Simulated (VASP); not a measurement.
Consider the following.

```yaml
crystal:
  lattice:
    - [0.00000, 3.03438, 3.03438]
    - [3.03438, 0.00000, 3.03438]
    - [3.03438, 3.03438, 0.00000]
  atoms:
    - { symbol: Cu, position: [0.00000, 0.00000, 0.00000] }
    - { symbol: I, position: [0.25000, 0.25000, 0.25000] }
```

Method: PBE GGA, VASP's PBE PAW potentials (set 64) (plane waves; VASP). Numerical set-up: 300 eV cut-off, 5×5×5 Γ-centred mesh, Gaussian smearing of 0.020 eV, potentials Cu I.

Unless said otherwise, spin-orbit coupling is left out, though it shifts the bands of the heavy elements here.

Task: Predict the energy per atom (σ→0), band gap (on the k-mesh) with the smallest direct gap where there is one.

Result: 
```
Quantity                                     Result
-----------------------------------  --------------
band gap (on the k-mesh)                    1.13 eV
smallest direct gap (on the k-mesh)         1.13 eV
energy per atom (σ→0)                -2.777 eV/atom
```

Total energies compare only between runs with the same potentials, cut-off and functional.

The structure is a typed CuI crystal. The cell was not relaxed at this level.
